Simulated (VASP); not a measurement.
# A VASP study of MgGaPSe (PBEsol + D3(BJ)): structure first, properties next, part 7 of 8

What structure does MgGaPSe take at this level, and what are its properties? The cell is invented: it takes the structure of a Materials Project entry for ZnGaPS (space group 160 there), with some of its atoms replaced by other elements, volume scaled by an estimate. It may not be a known or stable phase. The atoms of the start are displaced at random from the sites of a R3m cell.

VASP 6.6.1; PBEsol with D3(BJ); plane waves and PAW (Se, Ga_d, P, Mg); invented cell.

So far, gap on the k-mesh (eV): step 2 (rough relaxation of the start cell) 1.52; step 3 (relaxing cell and atoms (PBEsol + D3(BJ))) 1.54; step 6 (total and projected DOS (PBEsol + D3(BJ))) 1.54.

## Step 9: Response to an electric field (PBEsol + D3(BJ))

The response to a static field gives the electronic dielectric tensor and the Born charges. It needs tightly converged orbitals, hence the small EDIFF.

Contents of INCAR:

```
SYSTEM = MgGaPSe
PREC = Accurate
ENCUT = 400
EDIFF = 1E-08
NELM = 100
ISMEAR = 0
SIGMA = 0.01
LREAL = .FALSE.
ALGO = Normal
GGA = PS
IVDW = 12
NBANDS = 19
LORBIT = 11
LWAVE = .FALSE.
LCHARG = .FALSE.
KPAR = 2
LEPSILON = .TRUE.
```

Contents of POSCAR:

```
MgGaPSe
1.0
    3.3957904926     -1.9605671365      0.0002746655
    3.3957904926      1.9605671365      0.0002746655
   -2.2613127420      0.0000000000      6.6937267810
Se Ga P Mg
1 1 1 1
Direct
    0.6164393817      0.6164393817      0.8592685506
    0.4952956285      0.4952956285      0.4928603086
    0.1278096726      0.1278096726      0.3902155306
    0.0021781652      0.0021781652      0.0167696102
```

Contents of KPOINTS:

```
Automatic mesh
0
Gamma
8 8 4
0 0 0
```

PAW data sets: Se, Ga_d, P and Mg (PBE family, release 64).

Launch:

```bash
$ mpirun -np 2 vasp_std
```

Output:

```text
[... set-up lines as in an earlier step ...]
 entering main loop
       N       E                     dE             d eps       ncg     rms          rms(c)
DAV:   1     0.140259181445E+03    0.14026E+03   -0.10392E+04  2976   0.129E+03
DAV:   2    -0.297338296982E+01   -0.14323E+03   -0.13762E+03  3386   0.296E+02
DAV:   3    -0.177360406281E+02   -0.14763E+02   -0.14637E+02  3661   0.884E+01
DAV:   4    -0.181386739258E+02   -0.40263E+00   -0.40205E+00  3828   0.153E+01
DAV:   5    -0.181462806675E+02   -0.76067E-02   -0.76040E-02  3673   0.193E+00    0.507E+00
DAV:   6    -0.175571119075E+02    0.58917E+00   -0.10622E+00  4563   0.168E+01    0.323E+00
DAV:   7    -0.174739251286E+02    0.83187E-01   -0.44085E-01  3507   0.354E+00    0.127E+00
DAV:   8    -0.174717246569E+02    0.22005E-02   -0.28113E-02  3663   0.210E+00    0.259E-01
DAV:   9    -0.174720446769E+02   -0.32002E-03   -0.28991E-03  4111   0.781E-01    0.126E-01
DAV:  10    -0.174720698950E+02   -0.25218E-04   -0.30764E-04  3485   0.122E-01    0.644E-02
DAV:  11    -0.174721393556E+02   -0.69461E-04   -0.65232E-05  3376   0.688E-02    0.251E-02
DAV:  12    -0.174721454592E+02   -0.61036E-05   -0.11145E-05  3547   0.245E-02    0.823E-03
DAV:  13    -0.174721455834E+02   -0.12416E-06   -0.21246E-06  3872   0.103E-02    0.203E-03
DAV:  14    -0.174721456117E+02   -0.28341E-07   -0.34225E-07  3624   0.631E-03    0.782E-04
DAV:  15    -0.174721456540E+02   -0.42251E-07   -0.58303E-08  3361   0.144E-03    0.604E-04
DAV:  16    -0.174721456316E+02    0.22361E-07   -0.55271E-09  2278   0.587E-04    0.428E-04
DAV:  17    -0.174721456316E+02   -0.63665E-11   -0.18670E-09  1833   0.346E-04
   1 F= -.18583177E+02 E0= -.18583177E+02  d E =-.330667E-16
 Linear response reoptimize wavefunctions to high precision
DAV:   1    -0.174721456332E+02    0.11110E+01   -0.41102E-10  1936   0.257E-04
DAV:   2    -0.174721456332E+02   -0.90949E-12   -0.83822E-11  1665   0.768E-05
 Linear response G [H, r] |phi>, progress :
  Direction:   1
       N       E                     dE             d eps       ncg     rms
RMM:   1    -0.598051900324E+02   -0.59805E+02    0.39072E+02  3392   0.246E+02
RMM:   2    -0.773075993021E+02   -0.17502E+02   -0.14000E+02  6264   0.477E+01
RMM:   3    -0.792405689838E+02   -0.19330E+01   -0.12704E+01  6219   0.140E+01
RMM:   4    -0.793321665615E+02   -0.91598E-01   -0.97868E-01  6483   0.443E+00
RMM:   5    -0.793311575623E+02    0.10090E-02   -0.10139E-01  6630   0.139E+00
RMM:   6    -0.793341739993E+02   -0.30164E-02   -0.18477E-02  6675   0.490E-01
RMM:   7    -0.793335769640E+02    0.59704E-03    0.21532E-03  6662   0.174E-01
RMM:   8    -0.793340003660E+02   -0.42340E-03   -0.18241E-04  6700   0.681E-02
RMM:   9    -0.793339419849E+02    0.58381E-04    0.78751E-04  6673   0.266E-02
RMM:  10    -0.793340332838E+02   -0.91299E-04   -0.76460E-05  6731   0.112E-02
RMM:  11    -0.793340096809E+02    0.23603E-04    0.17119E-04  6498   0.486E-03
RMM:  12    -0.793340247786E+02   -0.15098E-04    0.25052E-05  6121   0.227E-03
RMM:  13    -0.793340238420E+02    0.93663E-06    0.30814E-05  5459   0.116E-03
RMM:  14    -0.793340263697E+02   -0.25277E-05    0.87088E-06  4671   0.682E-04
RMM:  15    -0.793340262518E+02    0.11790E-06    0.22646E-06  4046   0.470E-04
RMM:  16    -0.793340268563E+02   -0.60449E-06   -0.86130E-07  3658   0.382E-04
RMM:  17    -0.793340268240E+02    0.32205E-07   -0.54586E-06  3345   0.345E-04
RMM:  18    -0.793340269646E+02   -0.14060E-06    0.37853E-06  3159   0.329E-04
RMM:  19    -0.793340269652E+02   -0.55380E-09   -0.26531E-06  3057   0.321E-04
RMM:  20    -0.793340269777E+02   -0.12497E-07    0.20379E-05  2962   0.319E-04
 Linear response G [H, r] |phi>, progress :
  Direction:   2
       N       E                     dE             d eps       ncg     rms
RMM:   1    -0.607258203775E+02   -0.60726E+02    0.38056E+02  3390   0.246E+02
RMM:   2    -0.773351692191E+02   -0.16609E+02   -0.14339E+02  6228   0.477E+01
RMM:   3    -0.793320270280E+02   -0.19969E+01   -0.13518E+01  6165   0.140E+01
RMM:   4    -0.794210516626E+02   -0.89025E-01   -0.18484E+00  6445   0.432E+00
RMM:   5    -0.792748993675E+02    0.14615E+00    0.43501E-01  6558   0.134E+00
RMM:   6    -0.793834587675E+02   -0.10856E+00   -0.54886E-01  6656   0.473E-01
RMM:   7    -0.793235385782E+02    0.59920E-01    0.64630E-02  6611   0.169E-01
RMM:   8    -0.793395075377E+02   -0.15969E-01   -0.93332E-02  6636   0.673E-02
RMM:   9    -0.793294953205E+02    0.10012E-01    0.71408E-03  6670   0.265E-02
RMM:  10    -0.793326074678E+02   -0.31121E-02   -0.23930E-02  6656   0.112E-02
RMM:  11    -0.793300365612E+02    0.25709E-02    0.17891E-03  6497   0.471E-03
RMM:  12    -0.793306724989E+02   -0.63594E-03   -0.45691E-03  6143   0.219E-03
RMM:  13    -0.793302539296E+02    0.41857E-03   -0.38327E-04  5497   0.108E-03
RMM:  14    -0.793302835881E+02   -0.29659E-04   -0.67390E-04  4692   0.622E-04
RMM:  15    -0.793302223269E+02    0.61261E-04   -0.49681E-05  3969   0.414E-04
RMM:  16    -0.793302230568E+02   -0.72997E-06   -0.57754E-05  3518   0.328E-04
RMM:  17    -0.793302162021E+02    0.68548E-05    0.12409E-05  3280   0.287E-04
RMM:  18    -0.793302157279E+02    0.47416E-06    0.21069E-05  3123   0.269E-04
RMM:  19    -0.793302157184E+02    0.95335E-08    0.16430E-06  3005   0.260E-04
RMM:  20    -0.793302157260E+02   -0.75939E-08    0.13374E-06  2922   0.256E-04
RMM:  21    -0.793302157148E+02    0.11198E-07    0.10642E-05  2833   0.254E-04
 Linear response G [H, r] |phi>, progress :
  Direction:   3
       N       E                     dE             d eps       ncg     rms
RMM:   1    -0.591946054350E+02   -0.59195E+02    0.47990E+02  3445   0.233E+02
RMM:   2    -0.766559094356E+02   -0.17461E+02   -0.11123E+02  6221   0.458E+01
RMM:   3    -0.784212171784E+02   -0.17653E+01   -0.89595E+00  6179   0.138E+01
RMM:   4    -0.785226270852E+02   -0.10141E+00   -0.76736E-01  6375   0.431E+00
RMM:   5    -0.785268959011E+02   -0.42688E-02   -0.84202E-02  6456   0.131E+00
RMM:   6    -0.785280759892E+02   -0.11801E-02   -0.13468E-02  6619   0.475E-01
RMM:   7    -0.785281793273E+02   -0.10334E-03   -0.16391E-03  6568   0.164E-01
RMM:   8    -0.785282118651E+02   -0.32538E-04   -0.39331E-04  6599   0.679E-02
RMM:   9    -0.785282113516E+02    0.51348E-06   -0.68645E-05  6625   0.277E-02
RMM:  10    -0.785282125176E+02   -0.11660E-05   -0.20442E-05  6627   0.127E-02
RMM:  11    -0.785282118576E+02    0.66006E-06   -0.24733E-06  6400   0.561E-03
RMM:  12    -0.785282121057E+02   -0.24815E-06   -0.34555E-06  5905   0.272E-03
RMM:  13    -0.785282120558E+02    0.49951E-07   -0.16188E-06  5268   0.123E-03
[...]
RMM:   8    -0.201223510180E+01   -0.61016E-07   -0.98180E-07  6146   0.232E-03
RMM:   9    -0.201223510998E+01   -0.81736E-08   -0.23146E-07  5807   0.931E-04
RMM:  10    -0.201223511219E+01   -0.22151E-08   -0.49935E-08  5031   0.372E-04
 change of polarisation eV/A/(eV/A) component  1 :     4.024     0.788    -0.010
 dielectric tensor                  component  1 :     9.170     1.599    -0.021
 Linear response to external field (no local field effect), progress :
  Direction:   2
       N       E                     dE             d eps       ncg     rms          rms(c)
RMM:   1    -0.568668591297E+00   -0.56867E+00    0.50351E+00  3560   0.912E+00
RMM:   2    -0.199561753663E+01   -0.14269E+01   -0.26940E-01  5981   0.249E+00
RMM:   3    -0.201262794657E+01   -0.17010E-01   -0.37710E-02  6437   0.674E-01
RMM:   4    -0.201294645917E+01   -0.31851E-03   -0.15539E-03  6298   0.179E-01
RMM:   5    -0.201298617895E+01   -0.39720E-04   -0.24321E-04  6464   0.598E-02
RMM:   6    -0.201299048793E+01   -0.43090E-05   -0.24772E-05  6324   0.185E-02
RMM:   7    -0.201299117000E+01   -0.68208E-06   -0.47454E-06  6467   0.706E-03
RMM:   8    -0.201299128854E+01   -0.11854E-06   -0.56176E-07  6039   0.241E-03
RMM:   9    -0.201299131971E+01   -0.31166E-07   -0.74685E-08  5706   0.962E-04
RMM:  10    -0.201299133020E+01   -0.10491E-07   -0.19243E-08  4985   0.380E-04
RMM:  11    -0.201299132812E+01    0.20721E-08    0.25555E-07  4235   0.167E-04
RMM:  12    -0.201299133166E+01   -0.35372E-08    0.29731E-06  3178   0.901E-05
RMM:  13    -0.201299132925E+01    0.24061E-08    0.17268E-07  2795   0.653E-05
RMM:  14    -0.201299133313E+01   -0.38742E-08    0.21671E-06  2464   0.561E-05
RMM:  15    -0.201299132741E+01    0.57149E-08   -0.18524E-06  2303   0.533E-05
RMM:  16    -0.201299133865E+01   -0.11239E-07    0.10179E-06  2169   0.528E-05
RMM:  17    -0.201299132129E+01    0.17366E-07    0.14620E-07  2083   0.531E-05
 change of polarisation eV/A/(eV/A) component  2 :     0.788     4.026     0.125
 dielectric tensor                  component  2 :     1.600     9.173     0.253
 Linear response to external field (no local field effect), progress :
  Direction:   3
       N       E                     dE             d eps       ncg     rms          rms(c)
RMM:   1    -0.108166626488E+01   -0.10817E+01   -0.48510E-01  3779   0.822E+00
RMM:   2    -0.173015324957E+01   -0.64849E+00   -0.24170E-01  6134   0.229E+00
RMM:   3    -0.174210326222E+01   -0.11950E-01   -0.15803E-02  6357   0.553E-01
RMM:   4    -0.174222957065E+01   -0.12631E-03   -0.92460E-04  6362   0.154E-01
RMM:   5    -0.174225161902E+01   -0.22048E-04   -0.12418E-04  6420   0.466E-02
RMM:   6    -0.174225297504E+01   -0.13560E-05   -0.10379E-05  6327   0.145E-02
RMM:   7    -0.174225330206E+01   -0.32702E-06   -0.21779E-06  6443   0.528E-03
RMM:   8    -0.174225333431E+01   -0.32257E-07   -0.25152E-07  6173   0.188E-03
RMM:   9    -0.174225334263E+01   -0.83183E-08   -0.54480E-08  5565   0.737E-04
 change of polarisation eV/A/(eV/A) component  3 :    -0.010     0.125     3.485
 dielectric tensor                  component  3 :    -0.020     0.253     8.074
 Linear response to external field, progress :
  Direction:   1
       N       E                     dE             d eps       ncg     rms          rms(c)
RMM:   1    -0.569495249999E+00   -0.56950E+00    0.50269E+00  3589   0.896E+00
RMM:   2    -0.199618021366E+01   -0.14267E+01   -0.26514E-01  6058   0.245E+00    0.203E+00
RMM:   3    -0.192331582139E+01    0.72864E-01   -0.10545E-01  6041   0.151E+00    0.113E+00
RMM:   4    -0.198297999007E+01   -0.59664E-01   -0.12417E-01  6139   0.150E+00    0.243E-01
RMM:   5    -0.200165964975E+01   -0.18680E-01   -0.61567E-03  6132   0.468E-01    0.521E-02
RMM:   6    -0.200968169991E+01   -0.80221E-02   -0.10431E-03  6239   0.175E-01    0.299E-02
RMM:   7    -0.201039009152E+01   -0.70839E-03   -0.15025E-04  6163   0.677E-02    0.501E-03
RMM:   8    -0.201108806058E+01   -0.69797E-03   -0.20377E-05  6318   0.249E-02    0.313E-03
RMM:   9    -0.201102896939E+01    0.59091E-04    0.33705E-06  6296   0.100E-02    0.734E-04
RMM:  10    -0.201104996693E+01   -0.20998E-04    0.37821E-07  6390   0.377E-03    0.450E-04
RMM:  11    -0.201104209723E+01    0.78697E-05    0.14196E-06  6297   0.160E-03    0.151E-04
RMM:  12    -0.201103664458E+01    0.54527E-05    0.75847E-08  6359   0.598E-04    0.634E-05
RMM:  13    -0.201103469669E+01    0.19479E-05    0.88022E-08  4617   0.256E-04    0.341E-05
RMM:  14    -0.201103426096E+01    0.43573E-06    0.30530E-08  3372   0.125E-04    0.127E-05
RMM:  15    -0.201103388535E+01    0.37561E-06    0.16204E-08  2833   0.802E-05    0.790E-06
 change of polarisation eV/A/(eV/A) component  1 :     3.742     0.771    -0.010
 dielectric tensor                  component  1 :     8.597     1.564    -0.020
 Linear response to external field, progress :
  Direction:   2
       N       E                     dE             d eps       ncg     rms          rms(c)
RMM:   1    -0.568669098338E+00   -0.56867E+00    0.50351E+00  6031   0.912E+00
RMM:   2    -0.199561734509E+01   -0.14269E+01   -0.26937E-01 10174   0.248E+00    0.203E+00
RMM:   3    -0.192404493075E+01    0.71572E-01   -0.10318E-01 10204   0.152E+00    0.113E+00
RMM:   4    -0.198363083452E+01   -0.59586E-01   -0.12237E-01 10340   0.150E+00    0.243E-01
RMM:   5    -0.200287353943E+01   -0.19243E-01   -0.63246E-03 10401   0.469E-01    0.529E-02
RMM:   6    -0.201045803146E+01   -0.75845E-02   -0.10266E-03 10449   0.177E-01    0.306E-02
RMM:   7    -0.201116784169E+01   -0.70981E-03   -0.11435E-04 10537   0.690E-02    0.478E-03
RMM:   8    -0.201191183637E+01   -0.74399E-03   -0.22110E-05 10662   0.245E-02    0.289E-03
RMM:   9    -0.201181365998E+01    0.98176E-04   -0.18922E-06 10773   0.986E-03    0.665E-04
RMM:  10    -0.201184398660E+01   -0.30327E-04   -0.12072E-06 10800   0.364E-03    0.459E-04
RMM:  11    -0.201183665816E+01    0.73284E-05    0.36876E-07 10668   0.153E-03    0.121E-04
RMM:  12    -0.201182806715E+01    0.85910E-05   -0.20236E-07 10834   0.641E-04    0.856E-05
RMM:  13    -0.201182607061E+01    0.19965E-05    0.64533E-08  7690   0.251E-04    0.308E-05
RMM:  14    -0.201182538329E+01    0.68731E-06   -0.40507E-08  5609   0.118E-04    0.113E-05
RMM:  15    -0.201182512687E+01    0.25642E-06    0.33795E-08  4608   0.757E-05    0.939E-06
 change of polarisation eV/A/(eV/A) component  2 :     0.000     3.743    -0.000
 dielectric tensor                  component  2 :     0.000     8.600    -0.000
 Linear response to external field, progress :
  Direction:   3
       N       E                     dE             d eps       ncg     rms          rms(c)
RMM:   1    -0.108166626488E+01   -0.10817E+01   -0.48510E-01  3779   0.822E+00
RMM:   2    -0.173016802102E+01   -0.64850E+00   -0.24168E-01  6133   0.229E+00    0.203E+00
RMM:   3    -0.159618567810E+01    0.13398E+00   -0.13499E-01  6016   0.156E+00    0.105E+00
RMM:   4    -0.162846913411E+01   -0.32283E-01   -0.15704E-01  6262   0.149E+00    0.299E-01
RMM:   5    -0.165734686156E+01   -0.28878E-01   -0.95550E-03  5988   0.490E-01    0.773E-02
RMM:   6    -0.166237176888E+01   -0.50249E-02   -0.12413E-03  6476   0.174E-01    0.535E-02
RMM:   7    -0.166368979030E+01   -0.13180E-02   -0.24306E-04  6118   0.693E-02    0.151E-02
RMM:   8    -0.166410839916E+01   -0.41861E-03   -0.31172E-05  6126   0.271E-02    0.310E-03
RMM:   9    -0.166408569144E+01    0.22708E-04   -0.49948E-06  6222   0.105E-02    0.997E-04
RMM:  10    -0.166409105449E+01   -0.53630E-05   -0.13797E-06  6318   0.384E-03    0.461E-04
RMM:  11    -0.166408040924E+01    0.10645E-04    0.19603E-07  6289   0.158E-03    0.219E-04
RMM:  12    -0.166407912183E+01    0.12874E-05   -0.48356E-07  6349   0.739E-04    0.772E-05
RMM:  13    -0.166407866839E+01    0.45345E-06    0.45848E-08  6041   0.322E-04    0.308E-05
RMM:  14    -0.166407815567E+01    0.51272E-06   -0.90017E-08  4093   0.145E-04    0.655E-06
 change of polarisation eV/A/(eV/A) component  3 :    -0.010     0.120     3.065
 dielectric tensor                  component  3 :    -0.019     0.244     7.222
 Born effective charges drift removed
```

Run time: 14 min. Hardware: 2 MPI ranks of AMD EPYC 7R43, shared host; peak memory 0.98 GiB.

Parts of OUTCAR (step 9):

```text
   k-points           NKPTS =     78   k-points in BZ     NKDIM =     78   number of bands    NBANDS=     19

   NELECT =      26.0000    total number of electrons

  Total      -0.00247    -0.00717     0.00801     0.00000     0.00000     0.00137
  in kB      -0.04448    -0.12889     0.14401     0.00000     0.00000     0.02469
  external pressure =       -0.01 kB  Pullay stress =        0.00 kB

 POSITION                                       TOTAL-FORCE (eV/Angst)
 -----------------------------------------------------------------------------------
      2.24352      0.00000      5.75205         0.001169      0.000000     -0.001920
      2.24933      0.00000      3.29934         0.000825      0.000000     -0.002768
     -0.01437      0.00000      2.61207        -0.004029      0.000000     -0.001475
     -0.02313      0.00000      0.11225         0.002036      0.000000      0.006163
 -----------------------------------------------------------------------------------
    total drift:                                0.000619      0.000000      0.000493

 Edisp (eV)   -1.11103

 Edisp (eV)   -1.11103

 MACROSCOPIC STATIC DIELECTRIC TENSOR (including local field effects in DFT)
 ------------------------------------------------------
           8.596670     0.000000    -0.019473
           0.000000     8.599662     0.000000
          -0.019748     0.000000     7.221802
 ------------------------------------------------------

 PIEZOELECTRIC TENSOR (including local field effects)  for field in x, y, z        (C/m^2)
          XX          YY          ZZ          XY          YZ          ZX
  --------------------------------------------------------------------------------
  x     0.49741    -0.49710     0.00112     0.00000     0.00000     0.32546
  y     0.00000     0.00000     0.00000    -0.49577     0.32485     0.00000
  z     0.31812     0.31603    -0.78599     0.00000     0.00000     0.00135

 BORN EFFECTIVE CHARGES (including local field effects) (in |e|, cummulative output)
 ---------------------------------------------------------------------------------
 ion    1
    1    -1.61950     0.00000     0.00440
    2     0.00000    -1.61774     0.00000
    3     0.00383     0.00000    -2.67977
 ion    2
    1     2.45494     0.00000    -0.00210
    2     0.00000     2.45315     0.00000
    3    -0.00643     0.00000     2.13737
 ion    3
    1    -2.57174     0.00000    -0.00157
    2     0.00000    -2.57282     0.00000
    3     0.00248     0.00000    -1.67004
 ion    4
    1     1.73630     0.00000    -0.00073
    2     0.00000     1.73740     0.00000
    3     0.00012     0.00000     2.21245

[... 6 parts as in an earlier step ...]

[... 4 further parts left out ...]
```

Energies printed during the response cycles are not total energies of the cell. The dielectric response converges more slowly with the mesh than energies do, so tensor and charges may still move on a finer one.

Numbers from this step:

```
irreducible k-points : 78
Fermi energy         : 2.885 eV
pressure             : -9.79e-4 GPa
```

Electronic dielectric tensor with local fields:

```
 8.60  0.00 -0.02
 0.00  8.60  0.00
-0.02  0.00  7.22
```

Born effective charge (e), principal values of the symmetric part by kind of site:

```csv
atom,atoms with these values,low,middle,high,mean
Se1,1,-2.68,-1.62,-1.62,-1.97
Ga2,1,2.14,2.45,2.45,2.35
P3,1,-2.57,-2.57,-1.67,-2.27
Mg4,1,1.74,1.74,2.21,1.90
```

In full for Mg4:

```
1.74 0.00 0.00
0.00 1.74 0.00
0.00 0.00 2.21
```

Piezoelectric tensor with clamped ions (C/m²), by row:

```csv
field,xx,yy,zz,xy,yz,zx
x,0.4974,-0.4971,0.00112,0,0,0.3255
y,0,0,0,-0.4958,0.3249,0
z,0.3181,0.316,-0.786,0,0,0.00135
```

The Born charges sum to zero; the printed set may have that rule imposed, so this is no test.

[end of part 7 of 8]

[Lines on the potential files, build, host, timing and source positions are cut from VASP's logs without a mark.]

[Logs are printed without paths, hosts, clocks, repeated set-up lines and the standing remarks that a program may print on its own settings, such as how far it seeks lower states.]

[Hosts, paths, dates, database ids (printed as entryN), source tags and the programs' standing remarks are cut or masked in the printed files.]

[A measured line is paired with the nearest computed mode of its activity, which favours agreement.]

[In band tables of VASP the shares of atoms and orbitals are scaled to a sum of 1 inside the atoms' spheres.]
